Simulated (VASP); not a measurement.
Data:

```xyz
3
Lattice="-1.7834 1.7834 4.3648 1.7834 -1.7834 4.3648 1.7834 1.7834 -4.3648" Properties=species:S:1:pos:R:3 pbc="T T T"
Yb     0.0000     0.0000     0.0000
Si     0.0000     0.0000     2.9271
Si     0.0000     0.0000     5.8026
```

The numbers are results of PBE GGA, VASP's PBE PAW potentials (set 64) (plane waves; VASP 6.6.1), not measurements. Settings: 400 eV cut-off, 9×9×9 Γ-centred mesh, first-order Methfessel-Paxton smearing of 0.10 eV, potentials Yb_2 Si.

The 4f electrons are frozen in the core of the lanthanide potential, so 4f levels, which can set the real gap, and their magnetism are missing.

Q: Which forces act on the atoms, in eV/Å?

A: 
```json
[
 {"atom": "Yb1", "Fx": "0.000", "Fy": "0.000", "Fz": "0.000"},
 {"atom": "Si2", "Fx": "0.000", "Fy": "0.000", "Fz": "-1.583"},
 {"atom": "Si3", "Fx": "0.000", "Fy": "0.000", "Fz": "1.583"}
]
```

Q: Give the stress tensor in GPa (positive for a compressed cell).

A: 
```
8.37  0.00  0.00
0.00  8.37  0.00
0.00  0.00  6.78
```
The pressure is its mean diagonal, 7.84 GPa.

The structure was generated: YbSi2 was put into the MoSi2 type (I4/mmm), which need not be its known phase. The cell was not relaxed at this level.
